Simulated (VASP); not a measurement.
C (diamond) at five volumes. Level of theory: RPA correlation on PBE orbitals, VASP's PBE PAW potentials (set 64) (plane waves; VASP). Settings: 500 eV cut-off, 4×4×4 Γ-centred mesh, Gaussian smearing of 0.010 eV, potentials C_GW_new.

The mesh is coarse, so the correlation energy is not converged in k-points.

| V (Å³/atom) | EXX (eV/atom) | RPA correlation (eV/atom) |
|---|---|---|
| 5.219 | -15.1255 | -7.0761 |
| 5.446 | -15.1588 | -7.0872 |
| 5.673 | -15.1593 | -7.1009 |
| 5.900 | -15.1326 | -7.1156 |
| 6.127 | -15.0834 | -7.1323 |

Add the two parts and fit a third-order Birch-Murnaghan equation of state.

The totals are -22.2016, -22.2460, -22.2601, -22.2482, -22.2158 eV/atom, with V0 = 5.68 Å³/atom and B0 = 446 GPa.

The compound is C in the diamond structure.
